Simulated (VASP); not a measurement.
InP (zinc blende): the mBJ gap over mesh and path against the volume, with the cell scaled uniformly; PBEsol's own equilibrium is at 25.380 Å³/atom. VASP (PAW), 400 eV cut-off, 9×9×9 Γ-centred mesh, Gaussian smearing of 0.050 eV, potentials In_d P. mBJ is a potential without an energy functional, so only the levels count.  Fit the value as a straight line in ln V.

```
V (Å³/atom)  mBJ gap over mesh and path (eV)
-----------  -------------------------------
23.096                                 2.126
23.858                                 1.956
24.619                                 1.787
25.38                                  1.620
26.142                                 1.456
26.903                                 1.296
```

Fit the rows as the text says and predict the value at 22.335.

The slope against ln V is -5.45 eV, the volume deformation potential of this gap. The line misses the rows by up to 0.005 and gives 2.313 at 22.335. The run gave 2.251, -0.062 from the line, so the form doesn't hold that far.

Left out are failed runs and those whose mesh is unfit for this quantity.

The compound is InP in the zinc blende structure.
